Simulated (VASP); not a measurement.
Write the native input for VASP 6.6.1 that does the following.

* Task: single point
* Functional: PBE
* Potentials or basis: VASP PAW PBE potentials, release 64 (Hf_pv, Br, F)
* Cutoff: 520 eV
* k mesh: 4 × 4 × 4
* Occupations: gaussian, width 0.1 eV
* Spin: no spin polarisation
* Dipole correction: no
* Further INCAR settings: ALGO = Normal; EDIFF = 1e-06; NBANDS = 27

The structure of HfBrF3 lies in POSCAR:

```
HfBrF3
1.0
    4.5671005378      0.0000000000      0.0000000000
    0.0000000000      4.5671005378      0.0000000000
    0.0000000000      0.0000000000      4.5671005378
Hf Br F
1 1 3
Direct
    0.0000000000      0.0000000000      0.0000000000
    0.5000000000      0.5000000000      0.5000000000
    0.5000000000      0.5000000000      0.0000000000
    0.5000000000      0.0000000000      0.5000000000
    0.0000000000      0.5000000000      0.5000000000
```

The cell was built by a generator and needn't be a form met in nature.

The cell isn't the ideal one: species swapped into the SrTaO3 type (Pm-3m, No. 221).

One way to write it, as run:

INCAR

```
  PREC = Accurate
  ENCUT = 520
  EDIFF = 1E-6
  ISMEAR = 0
  SIGMA = 0.1
  LREAL = F
  LASPH = T
  NELM = 60
  ALGO = Normal
  ISIF = 2
  LWAVE = F
  LCHARG = F
  GGA = PE
  NBANDS = 27
```

KPOINTS

```
regular mesh
0
Gamma
  4 4 4
```

Potentials or basis: VASP PAW PBE potentials, release 64 (Hf_pv, Br, F).

Command:

```bash
$ cat potpaw_PBE.64/Hf_pv/POTCAR potpaw_PBE.64/Br/POTCAR potpaw_PBE.64/F/POTCAR > POTCAR
$ mpirun -np 1 vasp_std > vasp.out
```

It gave:

The pressure is -0.3 GPa and the band gap on the k mesh is none (metal or under the smearing width).

Wall time 71 s on 1 thread of AMD EPYC 7R43 64-Core Processor (Zen 3), on a shared host, peak memory 0.18 GiB.
